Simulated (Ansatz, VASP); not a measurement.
# CrSeS (2H-CrSSe monolayer): VASP beside Ansatz, part 2 of 2

Wanted: the spread between two codes on one cell, functional and k mesh. The structure shown is the start of the Ansatz relaxation below; VASP solves that cell, so the two are compared at the walk's first step.

VASP 6.6.1 and Ansatz 0.2.0.

So far: The structure; Ansatz: relaxation, PBE with D3(BJ).

### 3. VASP: single point, PBE with D3(BJ), start cell

Level of this step: PBE with D3(BJ), no spin polarisation; plane waves and PAW (Se, Cr_pv, S) (VASP).

The same cell, functional, mesh and smearing now go to VASP, with its own data sets.

Lines of VASP's logs that name or quote its potential files are left out, and so is its time.

Input file INCAR:

```
SYSTEM = CrSeS
PREC = Accurate
ENCUT = 400
EDIFF = 1E-06
NELM = 120
ISMEAR = -1
SIGMA = 0.05
LREAL = .FALSE.
ALGO = Normal
GGA = PE
IVDW = 12
NBANDS = 18
LASPH = .TRUE.
LORBIT = 11
LWAVE = .FALSE.
LCHARG = .FALSE.
ISIF = 2
LDIPOL = .TRUE.
IDIPOL = 3
DIPOL = 0.5 0.5 0.501
LVHAR = .TRUE.
GGA_COMPAT = .FALSE.
EFERMI = MIDGAP
NELMDL = -8
```

Input file POSCAR:

```
CrSeS
1.0
    3.1250000000      0.0000000000      0.0000000000
   -1.5625000000      2.7063290000      0.0000000000
    0.0000000000      0.0000000000     37.2484610000
Se Cr S
1 1 1
Direct
    0.3333334565      0.6666669130      0.4577370324
    0.0000000000      0.0000000000      0.5030645964
    0.3333334565      0.6666669130      0.5422629676
```

Input file KPOINTS:

```
Automatic mesh
0
Gamma
12 12 1
0 0 0
```

Potentials, in the order of the species: Se, Cr_pv and S (PBE family, release 64).

Command:

```bash
mpirun -np 1 vasp_std
```

Numbers of over 12 decimals in the logs are rounded to 6 here.

Log:

```text
[banner, memory and clock lines left out]
running    1 mpi-ranks, on    1 nodes
 distrk:  each k-point on    1 cores,    1 groups
 distr:  one band on    1 cores,    1 groups

 POSCAR found type information on POSCAR SeCrS
 POSCAR found :  3 types and       3 ions
 LDA part: xc-table for (Slater+PW92), standard interpolation
 POSCAR, INCAR and KPOINTS ok, starting setup
 FFT: planning ... GRIDC
 FFT: planning ... GRID_SOFT
 FFT: planning ... GRID
 WAVECAR not read
 entering main loop
       N       E                     dE             d eps       ncg     rms          rms(c)
DAV:   1     0.139107017815E+03    0.13911E+03   -0.97393E+03   892   0.784E+02
DAV:   2    -0.863066458205E+01   -0.14774E+03   -0.14376E+03   950   0.222E+02
DAV:   3    -0.215912167819E+02   -0.12961E+02   -0.12895E+02   898   0.636E+01
DAV:   4    -0.218566489689E+02   -0.26543E+00   -0.26523E+00   912   0.101E+01
DAV:   5    -0.218635373037E+02   -0.68883E-02   -0.68879E-02  1010   0.140E+00
DAV:   6    -0.218636113025E+02   -0.73999E-04   -0.73996E-04   928   0.141E-01
DAV:   7    -0.218636131846E+02   -0.18820E-05   -0.18818E-05  1032   0.207E-02
DAV:   8    -0.218636132204E+02   -0.35824E-07   -0.35580E-07   722   0.296E-03    0.182E+01
DAV:   9    -0.303216586644E+02   -0.84580E+01   -0.15065E+02   752   0.766E+01    0.364E+01
DAV:  10    -0.189741421509E+02    0.11348E+02   -0.91044E+01   802   0.773E+01    0.668E+00
DAV:  11    -0.189075303458E+02    0.66612E-01   -0.31955E+00   740   0.102E+01    0.366E+00
DAV:  12    -0.188151405877E+02    0.92390E-01   -0.33107E-01   792   0.384E+00    0.194E+00
DAV:  13    -0.188000896368E+02    0.15051E-01   -0.50140E-02   864   0.143E+00    0.531E-01
DAV:  14    -0.187986270427E+02    0.14626E-02   -0.13106E-02   832   0.833E-01    0.287E-01
[...]
DAV:  22    -0.187987704067E+02   -0.83769E-04   -0.18475E-06   672   0.503E-03    0.353E-03
DAV:  23    -0.187987859112E+02   -0.15504E-04   -0.11724E-06   730   0.407E-03    0.309E-03
DAV:  24    -0.187987937483E+02   -0.78371E-05   -0.13349E-07   434   0.250E-03    0.181E-03
DAV:  25    -0.187988102079E+02   -0.16460E-04   -0.51703E-07   606   0.261E-03    0.911E-04
DAV:  26    -0.187988163717E+02   -0.61638E-05   -0.19568E-07   554   0.202E-03    0.579E-04
DAV:  27    -0.187988189204E+02   -0.25487E-05   -0.51225E-08   432   0.105E-03    0.288E-04
DAV:  28    -0.187988200744E+02   -0.11540E-05   -0.25359E-08   432   0.678E-04    0.272E-04
DAV:  29    -0.187988206177E+02   -0.54324E-06   -0.99581E-09   428   0.477E-04
   1 F= -.19647462E+02 E0= -.19647456E+02  d E =-.118643E-04
```

Parts of OUTCAR (step 3):

```text
ion  position               nearest neighbor table
   1  0.333  0.667  0.458-   2 2.47   2 2.47   2 2.47
   2  0.000  0.000  0.503-   3 2.32   3 2.32   3 2.32   1 2.47   1 2.47   1 2.47
   3  0.333  0.667  0.542-   2 2.32   2 2.32   2 2.32

  LATTYP: Found a hexagonal cell.
 ALAT       =     3.1250000000
 C/A-ratio  =    11.9195075200

 Subroutine GETGRP returns: Found  6 space group operations
 (whereof  6 operations were pure point group operations)

The static configuration has the point symmetry C_3v.

 Found     19 irreducible k-points:

   k-points           NKPTS =     19   k-points in BZ     NKDIM =     19   number of bands    NBANDS=     18

   dimension x,y,z NGX =    20 NGY =   20 NGZ =  250
   dimension x,y,z NGXF=    40 NGYF=   40 NGZF=  500

   ENCUT  =  400.0 eV  29.40 Ry    5.42 a.u.   5.10  5.10 60.74*2*pi/ulx,y,z

   NELECT =      24.0000    total number of electrons

 k-points in reciprocal lattice and weights: Automatic mesh
   0.00000000  0.00000000  0.00000000       0.007
   0.08333333  0.00000000  0.00000000       0.042
   0.16666667  0.00000000  0.00000000       0.042
   0.25000000  0.00000000  0.00000000       0.042
   0.33333333  0.00000000  0.00000000       0.042
   0.41666667  0.00000000  0.00000000       0.042
   0.50000000  0.00000000  0.00000000       0.021
   0.08333333  0.08333333  0.00000000       0.042
   0.16666667  0.08333333  0.00000000       0.083
[...]
0.33333333  0.25000000  0.00000000       0.083
   0.33333333  0.33333333  0.00000000       0.014

 dipolmoment           0.000000      0.000000      0.039726 electrons x Angstroem

 average (electrostatic) potential at core
       1 -61.9486       2 -80.2595       3 -94.9553

 E-fermi :  -3.1400

 k-point     1 :       0.0000    0.0000    0.0000
  band No.  band energies     occupation
    ...
      8      -5.3243      2.00000
      9      -5.3243      2.00000
     10      -4.3250      2.00000
     11      -4.3250      2.00000
     12      -3.6854      1.99996
     13      -0.9301      0.00000
     14      -0.9301      0.00000
     15      -0.5939      0.00000
     16      -0.5939      0.00000
     17       0.8962      0.00000
    ...

 k-point     2 :       0.0833    0.0000    0.0000
  band No.  band energies     occupation
    ...
      8      -5.4574      2.00000
      9      -5.2926      2.00000
     10      -4.4339      2.00000
     11      -4.4172      2.00000
     12      -3.6916      1.99997
     13      -1.2187      0.00000
     14      -1.1231      0.00000
     15      -0.9579      0.00000
     16      -0.6940      0.00000
     17       1.0579      0.00000
    ...

 k-point     3 :       0.1667    0.0000    0.0000
  band No.  band energies     occupation
    ...
      8      -5.8105      2.00000
      9      -5.2626      2.00000
     10      -4.7876      2.00000
     11      -4.5799      2.00000
     12      -3.7970      2.00000
     13      -1.9902      0.00000
     14      -1.5819      0.00000
     15      -1.2898      0.00000
     16      -0.6820      0.00000
     17       1.4751      0.00000
    ...

 Edisp (eV)   -0.84864

  Total      -1.67507    -1.67507    -2.97807    -0.00000     0.00000     0.00000
  in kB      -8.51931    -8.51930   -15.14629    -0.00000     0.00000     0.00000
  external pressure =      -10.73 kB  Pullay stress =        0.00 kB

  energy-cutoff  :      400.00
  volume of cell :      315.02
      direct lattice vectors                 reciprocal lattice vectors
     3.125000000  0.000000000  0.000000000     0.320000000  0.184752113  0.000000000
    -1.562500000  2.706329000  0.000000000     0.000000000  0.369504225  0.000000000
     0.000000000  0.000000000 37.248461000     0.000000000  0.000000000  0.026846747

 POSITION                                       TOTAL-FORCE (eV/Angst)
 -----------------------------------------------------------------------------------
      0.00000      1.80422     17.05000         0.000000     -0.000000      1.041568
      0.00000      0.00000     18.73838        -0.000000     -0.000000     -0.298449
      0.00000      1.80422     20.19846         0.000000      0.000000     -0.743119
 -----------------------------------------------------------------------------------
    total drift:                                0.000000     -0.000540      0.000270

  FREE ENERGIE OF THE ION-ELECTRON SYSTEM (eV)
  ---------------------------------------------------
  free  energy   TOTEN  =       -19.6474618838 eV

  energy  without entropy=      -19.6474500194  energy(sigma->0) =      -19.64745595

 vacuum level on the upper side and lower side of the slab         2.326         1.476

 total charge
# of ion       s       p       d       tot
------------------------------------------
    1        1.488   2.279   0.057   3.824
    2        0.300   6.323   4.223  10.846
    3        1.368   2.298   0.000   3.667
--------------------------------------------------
tot          3.156  10.900   4.280  18.336

[... 3 further parts left out ...]
```

This run has no spin polarisation, so a moment on Cr, if there is one, isn't seen.

### 4. Comparison

Known differences besides the potentials themselves: Ansatz cuts the interaction across the vacuum, VASP repeats the sheet with a dipole correction; the data sets hold 36 valence electrons in Ansatz (on its default PAW (the set named soft_2) files) and 24 in VASP; the cutoff is 420 eV in Ansatz and 400 eV in VASP. Total energies have different zeros and are not compared.

Forces (eV/Å; atoms numbered as in POSCAR):

| atom | Ansatz x, y, z | VASP x, y, z |
| --- | --- | --- |
| Se1 | 0.000, 0.000, 1.057 | 0.000, 0.000, 1.042 |
| Cr2 | 0.000, 0.000, -0.327 | 0.000, 0.000, -0.298 |
| S3 | 0.000, 0.000, -0.729 | 0.000, 0.000, -0.743 |

The forces differ by 12 meV/Å r.m.s., which is 2.7 % of the r.m.s. force of 0.438 eV/Å (both taken over all components). With vacuum in the cell, a pressure given here is an average over mostly empty space and none of the material.

### 5. Summary of results

```
r.m.s. force difference (single point, PBE with D3(BJ), start cell) : 2.7 % of the r.m.s. force
```

What this shows: The r.m.s. force difference is 2.7 % of the r.m.s. force (single point, PBE with D3(BJ), start cell), within the 3 % picked in this series as the mark of a large difference. The data sets hold unlike numbers of valence electrons (36 in Ansatz and 24 in VASP), so part of the differences comes from the potentials. 1 further run of this series is not shown here. Such differences can come from data sets, numerical settings and the points named under the comparisons, not from the functional's error against experiment.

[Lines on the potential files, build, host, timing and source positions are cut from VASP's logs without a mark.]

[Logs are printed without paths, hosts, clocks, repeated set-up lines and the standing remarks that a program may print on its own settings, such as how far it seeks lower states.]

[Hosts, paths, dates, database ids (printed as entryN), source tags and the programs' standing remarks are cut or masked in the printed files.]
